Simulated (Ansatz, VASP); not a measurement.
## BaMo2 in VASP and in Ansatz

```
Ba Mo
1.0
     0.00000    3.48644    3.48644
     3.48644    0.00000    3.48644
     3.48644    3.48644    0.00000
Ba Mo
1 2
Direct
  0.25000 0.25000 0.25000
  0.50000 0.50000 0.50000
  0.75000 0.75000 0.75000
```

Alike in both runs: task single point; functional PBE; k mesh 4 × 4 × 4; occupations gaussian, width 0.1 eV; no spin polarisation.

```csv
,VASP,Ansatz
version,VASP 6.6.1,Ansatz 0.2.0
potentials or method,"VASP PAW PBE potentials, release 64 (Ba_sv, Mo_sv)","scalar-relativistic, plane waves, PAW"
plane-wave cutoff (eV),520,420
valence electrons in the cell,38,38
```

Ansatz gave:

- gap on the k mesh at the Fermi level (eV): none
- pressure (GPa): -8.8

Task: What did VASP give for the same quantities?

Result: gap on the k mesh at the Fermi level (eV): none; pressure (GPa): -7.7.

A gap of «none» marks a metal or a gap that the smearing closes. The functional is the same, so the differences come from potentials, cutoffs and numerics.

Caveats: the k mesh is coarse (spacing up to 0.39 Å⁻¹), so the values aren't converged. The runs have no spin-orbit coupling, so splittings on Ba are missing.
